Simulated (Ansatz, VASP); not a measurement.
## Al9As9H22: VASP beside Ansatz

Wanted: the spread between two codes on one cell, functional and k mesh. The structure shown is frame 30 of Ansatz's trajectory.

Main program and level: Ansatz 0.2.0; plane waves, with VASP 6.6.1 beside it; single point at PBE.

### 1. Set-up

The cell holds 40 atoms: 9 Al, 9 As and 22 H. Its edges and angles: a = 19.586 Å, b = 16.545 Å, c = 9.805 Å, α = 90.0°, β = 90.0°, γ = 90.0°. It derives from AlAs (zinc-blende). As first built, before any earlier steps moved the atoms (in the runner's words): diamond section of size parameter 4.53 A cut from zinc-blende AlAs (a = 5.661 A) along [111], 1 periods, broken bonds capped with H. Vacuum lies along a and b. The structure's axis is c.

### 2. Ansatz: dynamics, PBE

Ansatz runs on its default PAW (the set named soft_2) files.

One frame of this run of dynamics is then solved in both programs, so the motion causes no difference.

input.yaml reads:

```yaml
crystal:
  lattice:
    - [19.58599, 0.0, 0.0]
    - [0.0, 16.5449, 0.0]
    - [0.0, 0.0, 9.80514]
  atoms:
    - { symbol: Al, position: [0.39817, 0.43015, 0.32976] }
    - { symbol: As, position: [0.39761, 0.42983, 0.58202] }
    - { symbol: Al, position: [0.2948, 0.50107, 0.99781] }
    - { symbol: As, position: [0.29508, 0.50346, 0.24879] }
    - { symbol: Al, position: [0.3989, 0.57254, 0.66586] }
    - { symbol: As, position: [0.39702, 0.57162, 0.91272] }
    - { symbol: Al, position: [0.60275, 0.43341, 0.33744] }
    - { symbol: As, position: [0.60176, 0.43112, 0.58181] }
    - { symbol: Al, position: [0.49978, 0.36459, 0.66624] }
    - { symbol: As, position: [0.5, 0.36304, 0.91578] }
    - { symbol: Al, position: [0.50002, 0.50303, 0.99585] }
    - { symbol: As, position: [0.50097, 0.5002, 0.24852] }
    - { symbol: Al, position: [0.50173, 0.64231, 0.33618] }
    - { symbol: As, position: [0.50039, 0.64059, 0.5819] }
    - { symbol: Al, position: [0.60208, 0.57161, 0.6661] }
    - { symbol: As, position: [0.60323, 0.56971, 0.91781] }
    - { symbol: Al, position: [0.70349, 0.50107, 0.99974] }
    - { symbol: As, position: [0.70319, 0.50172, 0.24814] }
    - { symbol: H, position: [0.39824, 0.34207, 0.27901] }
    - { symbol: H, position: [0.3336, 0.38821, 0.63523] }
    - { symbol: H, position: [0.29526, 0.41278, 0.94759] }
    - { symbol: H, position: [0.22856, 0.54747, 0.94551] }
    - { symbol: H, position: [0.29724, 0.58798, 0.29816] }
    - { symbol: H, position: [0.23246, 0.45866, 0.30453] }
    - { symbol: H, position: [0.33191, 0.61616, 0.61067] }
    - { symbol: H, position: [0.39735, 0.65744, 0.96924] }
    - { symbol: H, position: [0.60261, 0.34078, 0.27867] }
    - { symbol: H, position: [0.66572, 0.38911, 0.63284] }
    - { symbol: H, position: [0.49812, 0.27302, 0.61073] }
    - { symbol: H, position: [0.56357, 0.31841, 0.96879] }
    - { symbol: H, position: [0.43764, 0.31923, 0.96519] }
    - { symbol: H, position: [0.56442, 0.6878, 0.27746] }
    - { symbol: H, position: [0.43368, 0.68783, 0.27836] }
    - { symbol: H, position: [0.49906, 0.72656, 0.6342] }
    - { symbol: H, position: [0.66672, 0.61659, 0.61402] }
    - { symbol: H, position: [0.60087, 0.65683, 0.96967] }
    - { symbol: H, position: [0.70509, 0.41186, 0.94604] }
    - { symbol: H, position: [0.76915, 0.5476, 0.94527] }
    - { symbol: H, position: [0.76886, 0.45756, 0.30248] }
    - { symbol: H, position: [0.70473, 0.58852, 0.30003] }
kpoints:
  mp_grid: { grid: [1, 1, 1] }
hamiltonian:
  xc: pbe
scf:
  occupations: { method: fermi_dirac, width: 0.025 }
output:
  forces: true
md:
  timestep: 0.5
  n_steps: 90
  ensemble: nvt_nose_hoover
  temperature: 600
  initial_velocities: maxwell_boltzmann
  seed: 2549
```

Started as:

```console
$ ansatz run input.yaml --threads 8 --pin off --max-ram 15872MiB --backend cpu --events-out ev --progress --plain --runs-dir out
```

Numbers of over 12 decimals in the logs are rounded to 6 here.

What it wrote:

```text
Warning: md: disabling space-group detection — thermal motion breaks the input geometry's symmetry, so no spatial operation reduces the k-mesh or symmetrises the density; time reversal is kept, so that k and −k are solved as one point where they differ and the mesh holds both, and exact exchange and, on two spinor components, a DFT+U term hold to it where the run has them: on two components no moment then forms, and  [...]
Engine: ansatz 0.2.0, x86_64-unknown-linux-gnu
Pseudopotentials: kind: paw
Pseudopotential: Al, paw, valence charge 3, recommended cutoff 420 eV (normal), Al.paw.azcp
Pseudopotential: As, paw, valence charge 15, recommended cutoff 420 eV (normal), As.paw.azcp
Pseudopotential: H, paw, valence charge 1, recommended cutoff 420 eV (normal), H.paw.azcp
Functional definition: PBE
  parameter kappa = 0.804
  parameter beta = 0.066725
  exchange = pbe_x(kappa = kappa, mu = beta*pi^2/3)
  correlation = pbe_c(beta = beta)
Crystal: 40 atoms, lattice volume = 3177.338 Å³
Basis set: ecut = 420 eV, 62091 PW (Γ), exchange–correlation on 270×240×144 points (8 copies of the dense FFT grid, shifted against one another)
Bands: 132, of which v1, the nominal top of the filled ones, is band 92 counted from 1 (91 counted from 0)
Symmetry: 1 space group operations
k-points: 1
Non-local potential: Al, projectors of the file, l = 0: 2, l = 1: 2, l = 2: 1
Non-local potential: As, projectors of the file, l = 0: 2, l = 1: 2, l = 2: 3, l = 3: 1
Non-local potential: H, projectors of the file, l = 0: 2, l = 1: 1
PAW form: soft (Blöchl's): semilocal exchange-correlation on the pseudo side does not see the compensation charge
PAW one-centre angular grid: Al, 110 points (default); XC on 64 Gauss nodes
PAW one-centre angular grid: As, 590 points (default); XC on 64 Gauss nodes
PAW one-centre angular grid: H, 110 points (default); XC on 64 Gauss nodes
Initial density: superposition of atomic densities (neutral atoms: chi_scale 0, normalization atom), corrected by the library's trained network
Initial wavefunctions: pseudopotential atomic-orbital guess
Functional: x = pbe(κ = 0.804, μ = 0.219515), c = pbe(β = 0.066725)
SCF iter   1: F=—  HF=-48891.111454 eV  |F-HF|=—  |Δ(HF+E_count)|=         —  Δρ=1.67e-3  dr2=2.22e-1  ethr=1.77e-3  ⟨swp⟩=8.0  Hψ=659  notcnv=0  defer=17
preconditioner: auto → Resta (q_TF=auto, 1.697 Å⁻¹)  ε∞=1.5  [insulator: Δε(μ)=3.513 eV  Ē_g=9.178 eV  σ=0.025 eV  W_gap=1.00  n_scr=266 (ndim 8)  ℏωp=6.4 eV  f_vac=0.748  D(μ)=0.00/eV (n_scr^D=0)  ε∞_Penn≈1.5  vacuum switching on, ρ_ref=6.1e-3 e/Å³]
SCF iter   2: F=—  HF=-48891.063556 eV  |F-HF|=—  |Δ(HF+E_count)|=   4.79e-2  Δρ=5.52e-4  dr2=2.02e-2  ethr=1.21e-4  ⟨swp⟩=3.0  Hψ=199  notcnv=0  defer=35
SCF iter   3: F=—  HF=-48891.070131 eV  |F-HF|=—  |Δ(HF+E_count)|=   6.57e-3  Δρ=2.61e-4  dr2=3.28e-3  ethr=1.10e-5  ⟨swp⟩=3.0  Hψ=144  notcnv=0  defer=35
SCF iter   4: F=—  HF=-48891.074582 eV  |F-HF|=—  |Δ(HF+E_count)|=   4.45e-3  Δρ=1.14e-4  dr2=4.39e-4  ethr=1.78e-6  ⟨swp⟩=2.0  Hψ=140  notcnv=0  defer=35
SCF iter   5: F=—  HF=-48891.075778 eV  |F-HF|=—  |Δ(HF+E_count)|=   1.20e-3  Δρ=2.22e-5  dr2=2.57e-5  ethr=2.38e-7  ⟨swp⟩=2.0  Hψ=143  notcnv=0  defer=35
SCF iter   6: F=—  HF=-48891.076034 eV  |F-HF|=—  |Δ(HF+E_count)|=   2.56e-4  Δρ=6.60e-6  dr2=1.61e-6  ethr=1.40e-8  ⟨swp⟩=2.0  Hψ=219  notcnv=0  defer=35
SCF iter   7: F=—  HF=-48891.076037 eV  |F-HF|=—  |Δ(HF+E_count)|=   2.63e-6  Δρ=2.26e-6  dr2=2.37e-7  ethr=8.73e-10  ⟨swp⟩=2.0  Hψ=184  notcnv=0  defer=35
SCF iter   8: F=—  HF=-48891.076037 eV  |F-HF|=—  |Δ(HF+E_count)|=   6.91e-7  Δρ=8.02e-7  dr2=5.30e-8  ethr=2.17e-11  ⟨swp⟩=5.0  Hψ=430  notcnv=0
SCF iter   9: F=-48891.076038 eV  HF=-48891.076038 eV  |F-HF|=6.02e-9  |Δ(HF+E_count)|=   7.15e-8  Δρ=2.39e-7  dr2=2.20e-9  ethr=2.17e-11  ⟨swp⟩=4.0  Hψ=356  notcnv=0
SCF 1 converged in 9 iterations: F = -48891.076038 eV  dr2 = 2.20e-9
  greatest PAW one-centre occupation: 0.999 electrons in one spin orbital (limit 2), on the As atom at site 9 (counted from 0), in its partial waves of l = 2
md step     0: t =     0.00 fs  T =   600.0 K  F+E_penalty+E_count = -48891.07603753 eV  E_kin = 3.024684 eV  conserved = -48888.05135355 eV  (9 SCF iters)
[... from here on, the SCF cycles and remarks between the steps are left out ...]
md step    77: t =    38.50 fs  T =   563.4 K  F+E_penalty+E_count = -48890.79980737 eV  E_kin = 2.840091 eV  conserved = -48888.05011344 eV  (3 SCF iters)
md step    78: t =    39.00 fs  T =   555.7 K  F+E_penalty+E_count = -48890.75788050 eV  E_kin = 2.801190 eV  conserved = -48888.04979998 eV  (3 SCF iters)
md step    79: t =    39.50 fs  T =   544.7 K  F+E_penalty+E_count = -48890.69935895 eV  E_kin = 2.745693 eV  conserved = -48888.04945734 eV  (3 SCF iters)
md step    80: t =    40.00 fs  T =   531.3 K  F+E_penalty+E_count = -48890.62926323 eV  E_kin = 2.678563 eV  conserved = -48888.04912849 eV  (7 SCF iters)
md step    81: t =    40.50 fs  T =   516.7 K  F+E_penalty+E_count = -48890.55259821 eV  E_kin = 2.604772 eV  conserved = -48888.04884251 eV  (4 SCF iters)
md step    82: t =    41.00 fs  T =   501.6 K  F+E_penalty+E_count = -48890.47386945 eV  E_kin = 2.528817 eV  conserved = -48888.04860274 eV  (4 SCF iters)
md step    83: t =    41.50 fs  T =   486.9 K  F+E_penalty+E_count = -48890.39695239 eV  E_kin = 2.454599 eV  conserved = -48888.04838842 eV  (3 SCF iters)
md step    84: t =    42.00 fs  T =   473.2 K  F+E_penalty+E_count = -48890.32537064 eV  E_kin = 2.385681 eV  conserved = -48888.04816242 eV  (3 SCF iters)
md step    85: t =    42.50 fs  T =   461.3 K  F+E_penalty+E_count = -48890.26275480 eV  E_kin = 2.325724 eV  conserved = -48888.04790507 eV  (3 SCF iters)
md step    86: t =    43.00 fs  T =   452.0 K  F+E_penalty+E_count = -48890.21304594 eV  E_kin = 2.278652 eV  conserved = -48888.04764396 eV  (3 SCF iters)
md step    87: t =    43.50 fs  T =   446.0 K  F+E_penalty+E_count = -48890.18008707 eV  E_kin = 2.248257 eV  conserved = -48888.04744689 eV  (3 SCF iters)
md step    88: t =    44.00 fs  T =   443.8 K  F+E_penalty+E_count = -48890.16661629 eV  E_kin = 2.237219 eV  conserved = -48888.04739030 eV  (3 SCF iters)
md step    89: t =    44.50 fs  T =   445.5 K  F+E_penalty+E_count = -48890.17311598 eV  E_kin = 2.245995 eV  conserved = -48888.04752134 eV  (3 SCF iters)
md step    90: t =    45.00 fs  T =   450.7 K  F+E_penalty+E_count = -48890.19715734 eV  E_kin = 2.272188 eV  conserved = -48888.04782674 eV  (7 SCF iters)
SCF converged after 7 iterations
Free energy (F): -48890.197157 eV
Harris-Foulkes:  -48890.197157 eV  (|F-HF|=2.34e-9)
Internal energy: -48890.197157 eV  (E = F + TS)
E sigma→0 (E₀):  -48890.197157 eV
Fermi energy:    -2.770655 eV
--- Per-component energies (eV) ---
  E_band       = -4237.588767
  E_kinetic    = 1402.500063
  E_local      = -72879.703786  (includes V_loc(G=0)·N_el)
  E_nonlocal   = -5903.710650
  E_hartree    = 36158.052491
  E_xc         = -1248.353289
  E_vxc        = -1201.880664  (∫ρ·V_xc dr)
  E_paw        = -20741.772966  (= ΣΔE_a)
  E_vpaw       = 2029.122932  (= ΣTr[D̂ρ^β])
  E_aug_tail   = -0.025478  (compensation charges beyond the density's cutoff)
  E_ewald      = 14322.816458
  E_smearing   = -0.000000  (= −TS)
  E_closure    = -0.000000  (closes the sum)
  Σ components = -48890.197157   (vs F -48890.197157, Δ=0.00e0)
--- Forces (eV/Å), atoms counted from 1 ---
  atom   1  Al    -0.13807889     0.45230374    -0.43021750
  atom   2  As     0.99662023    -0.97161504    -0.29032119
  atom   3  Al    -0.13743573    -1.42900606     0.25344216
  atom   4  As     0.44537133    -1.36144446    -1.07681782
  atom   5  Al    -0.22514129     0.57159415     0.23628086
  atom   6  As    -0.42539199     0.42701373    -0.29472916
  atom   7  Al     0.53764913    -1.13841255    -0.56617589
  atom   8  As    -1.13059567    -0.40027035     0.04347106
  atom   9  Al     0.55379032     1.35921004     0.15520781
  atom  10  As     0.98465070     0.21339312    -0.45043475
  atom  11  Al    -0.15986266    -0.33662387    -0.43836901
  atom  12  As     0.06495519    -0.18692178     1.26998756
  atom  13  Al     0.89443197     0.26706661     0.06689260
  atom  14  As    -0.44117537     0.10222777    -0.60310452
  atom  15  Al     1.00714778     0.49620999    -0.16391570
  atom  16  As     0.51794812     0.35392513     0.22139351
  atom  17  Al     0.62022225    -0.52617840    -0.00622195
  atom  18  As     0.40872042    -0.60268509     1.03861172
  atom  19  H      0.27265114     0.50838766     0.64426380
  atom  20  H     -0.22903822     0.05303554     0.36725054
  atom  21  H      0.18946742     0.77321005     0.06730269
  atom  22  H      0.27671183     0.63228528     0.05629341
  atom  23  H     -0.19455456     0.86261918     0.65632630
  atom  24  H     -0.07467497     0.21695950     0.14280942
[...]
atom  33  H     -0.36346390     0.05978463     0.19662180
  atom  34  H      0.04858139    -0.48716637    -0.18586247
  atom  35  H     -0.78236901    -0.45361593     0.04896156
  atom  36  H      0.28860463    -0.20626742    -0.13744107
  atom  37  H     -0.17049546     0.32993889     0.20756877
  atom  38  H     -0.38981305     0.30332883    -0.11816882
  atom  39  H     -0.36024065     0.40939446    -0.97431613
  atom  40  H     -0.43210882    -0.02106789    -0.41342614
  max |Σ_I F_I| component: 3.31e-5 eV/Å
--- MD trajectory: 90 steps, t = 0.0 → 45.0 fs ---
  final state: T = 450.7 K   F+E_penalty+E_count = -48890.19715734 eV   E_kin = 2.272188 eV
  conserved energy: peak-to-peak 4.468e-3 eV (1.117e-4 eV/atom) over 45.0 fs
```

In the SCF lines HF is the Harris–Foulkes energy and dr2 the Hartree energy of the density residual, in eV; the loop may stop once dr2 is under the threshold and the program's other checks hold. Hψ counts applications of the Hamiltonian.

### 3. VASP: single point, PBE

The same cell, functional, mesh and smearing now go to VASP, with its own data sets.

Lines of VASP's logs that name or quote its potential files are left out, and so is its time.

INCAR reads:

```
SYSTEM = Al9As9H22
PREC = Accurate
ENCUT = 400
EDIFF = 1E-06
NELM = 120
ISMEAR = -1
SIGMA = 0.025
LREAL = Auto
ALGO = Normal
GGA = PE
NBANDS = 76
LORBIT = 11
LWAVE = .FALSE.
LCHARG = .FALSE.
ISIF = 2
LASPH = .TRUE.
GGA_COMPAT = .FALSE.
EFERMI = MIDGAP
```

POSCAR reads:

```
Al9As9H22
1.0
   19.5859900000      0.0000000000      0.0000000000
    0.0000000000     16.5449000000      0.0000000000
    0.0000000000      0.0000000000      9.8051400000
Al As H
9 9 22
Direct
    0.3969418957      0.4265544065      0.3291436940
    0.2903708212      0.5018464905      0.9995879712
    0.4026194234      0.5724301749      0.6706992455
    0.6065049558      0.4345326959      0.3289091232
    0.5020731656      0.3565267847      0.6689654610
    0.5017617185      0.5019734178      0.9994961826
    0.5023335558      0.6443133534      0.3391384519
    0.6001432657      0.5712938730      0.6620609191
    0.7042533975      0.5031459846      0.9966201400
    0.3975290501      0.4292501012      0.5785638961
    0.2936588858      0.5055515597      0.2506134538
    0.3956552617      0.5713059614      0.9172536037
    0.6057748421      0.4353547014      0.5790636340
    0.5021191168      0.3628671071      0.9138880220
    0.4997194423      0.4997914765      0.2461158127
    0.4987340441      0.6414182014      0.5836428649
    0.6008427452      0.5699641581      0.9186610288
    0.7027727473      0.4983408785      0.2477680074
    0.3952927577      0.3308935080      0.3059313788
    0.3353672702      0.4073702470      0.6627034392
    0.3277087347      0.4164787941      0.9716944378
    0.2327377886      0.5456485080      0.9160093584
    0.2915093901      0.5794716197      0.3356912803
    0.2300062443      0.4687124129      0.3181086655
    0.3291025881      0.6028564694      0.6051723892
    0.4084296990      0.6617023977      0.9457794585
    0.6116923372      0.3536497652      0.2882059818
    0.6642860534      0.3829760228      0.6282317234
    0.4993977838      0.2613675513      0.6441111499
    0.5353622666      0.2927850879      0.9898073867
    0.4346065734      0.3458588447      0.9776606963
    0.5717964729      0.6683691047      0.2595883384
    0.4293783465      0.6900495017      0.3274609032
    0.5104924489      0.7226879582      0.6523415270
    0.6609469320      0.6154766726      0.6026329048
    0.6116361746      0.6567824526      0.9658607628
    0.7020885847      0.4092258037      0.9503586894
    0.7553613578      0.5758149037      0.9198644792
    0.7772749807      0.4683497634      0.2827190637
    0.7206886147      0.5783715828      0.3162117012
```

KPOINTS reads:

```
Automatic mesh
0
Gamma
1 1 1
0 0 0
```

The projector-augmented-wave data sets are Al, As and H (PBE family, release 64).

Started as:

```console
$ mpirun -np 4 vasp_gam
```

What it wrote:

```text
[banner, memory and clock lines left out]
running    4 mpi-ranks, on    1 nodes
[...]
LDA part: xc-table for (Slater+PW92), standard interpolation
 POSCAR, INCAR and KPOINTS ok, starting setup
[...]
entering main loop
       N       E                     dE             d eps       ncg     rms          rms(c)
DAV:   1     0.599024531231E+03    0.59902E+03   -0.23505E+04   160   0.681E+02
DAV:   2    -0.378793701841E+02   -0.63690E+03   -0.60883E+03   240   0.139E+02
DAV:   3    -0.152074778171E+03   -0.11420E+03   -0.11344E+03   208   0.681E+01
DAV:   4    -0.156753842193E+03   -0.46791E+01   -0.46656E+01   192   0.170E+01
[...]
DAV:  26    -0.147901202546E+03   -0.23410E-05   -0.78218E-08   160   0.982E-04    0.211E-04
DAV:  27    -0.147901203753E+03   -0.12064E-05   -0.94697E-08   144   0.733E-04    0.660E-04
DAV:  28    -0.147901204391E+03   -0.63794E-06   -0.29937E-08   144   0.685E-04
   1 F= -.14790120E+03 E0= -.14790120E+03  d E =0.000000E+00
```

Parts of OUTCAR (step 3):

```text
  Total        4.5137982      6.6686493     10.4190975      2.7804860      2.1922454     -0.4730439
  in kB        2.2760890      3.3626757      5.2538445      1.4020639      1.1054428     -0.2385330
  external PRESSURE =       3.6308697 kB  Pullay stress =       0.0000000 kB

 POSITION                                       TOTAL-FORCE (eV/Angst)
 -----------------------------------------------------------------------------------
      7.77450      7.05730      3.22730         0.035399     -0.419522     -0.110121
      5.68720      8.30300      9.80110         0.412364      0.234422     -0.527439
      7.88570      9.47080      6.57630        -1.782798     -0.267804     -0.672736
     11.87900      7.18930      3.22500        -1.816792      1.953254      1.573830
      9.83360      5.89870      6.55930        -0.191059     -0.404002     -1.253514
      9.82750      8.30510      9.80020        -0.434276      0.746009      0.566718
      9.83870     10.66010      3.32530        -0.283086      0.213122     -1.198375
     11.75440      9.45200      6.49160        -0.053232      0.275885      1.030414
     13.79350      8.32450      9.77200         1.065510      0.833330     -1.269877
      7.78600      7.10190      5.67290         1.128275      0.694176      0.932792
      5.75160      8.36430      2.45730        -0.041337     -0.821914      0.328283
      7.74930      9.45220      8.99380         0.402270      0.029452      0.476967
     11.86470      7.20290      5.67780        -1.086372     -0.911637      0.285160
      9.83450      6.00360      8.96080         0.168644      0.059413      0.672461
[...]
-----------------------------------------------------------------------------------
    total drift:                                0.001255      0.000828      0.031545

  FREE ENERGIE OF THE ION-ELECTRON SYSTEM (eV)
  ---------------------------------------------------
  free  energy   TOTEN  =      -147.9012043908 eV

  energy  without entropy=     -147.9012043908  energy(sigma->0) =     -147.90120439

[... 3 further parts left out ...]
[key lines of the parts left out:]
E-fermi :  -2.9953
```

### 4. Comparison

Known differences besides the potentials themselves: the data sets hold 184 valence electrons in Ansatz (on its default PAW (the set named soft_2) files) and 94 in VASP; the cutoff is 420 eV in Ansatz and 400 eV in VASP (PREC = Accurate, projectors in real space). Total energies have different zeros and are not compared.

Forces on 10 of the 40 atoms, those with the largest forces and the largest differences (eV/Å; atoms numbered as in POSCAR):

```csv
atom,"Ansatz x, y, z","VASP x, y, z"
Al3,"-1.779, -0.265, -0.668","-1.783, -0.268, -0.673"
Al4,"-1.814, 1.960, 1.572","-1.817, 1.953, 1.574"
Al9,"1.062, 0.838, -1.273","1.066, 0.833, -1.270"
As10,"1.051, 0.675, 0.981","1.128, 0.694, 0.933"
As11,"-0.100, -0.757, 0.418","-0.041, -0.822, 0.328"
As13,"-1.020, -0.962, 0.305","-1.086, -0.912, 0.285"
As14,"0.113, -0.026, 0.759","0.169, 0.059, 0.672"
As18,"2.732, 1.266, -0.144","2.672, 1.227, -0.193"
H23,"0.079, 0.672, 0.082","0.075, 0.767, 0.145"
H27,"0.306, -3.492, -1.181","0.306, -3.504, -1.186"
```

The forces differ by 38 meV/Å r.m.s., which is 5.3 % of the r.m.s. force of 0.718 eV/Å (both taken over all components). With vacuum in the cell, a pressure given here is an average over mostly empty space and none of the material.

### 5. Summary of results

```yaml
r_m_s_force_difference_single_point_pbe: 5.3 % of the r.m.s. force
```

**Reading.** The r.m.s. force difference is 5.3 % of the r.m.s. force (single point, PBE), beyond the 3 % picked in this series as the mark of a large difference. The data sets hold unlike numbers of valence electrons (184 in Ansatz and 94 in VASP), so part of the differences comes from the potentials. What causes the difference of the single point, PBE pair stays open here. 2 further runs of this series are not shown here. How closely two codes agree says nothing of how well the functional describes the real material.

[Lines on the potential files, build, host, timing and source positions are cut from VASP's logs without a mark.]

[Logs are printed without paths, hosts, clocks, repeated set-up lines and the standing remarks that a program may print on its own settings, such as how far it seeks lower states.]

[Hosts, paths, dates, database ids (printed as entryN), source tags and the programs' standing remarks are cut or masked in the printed files.]
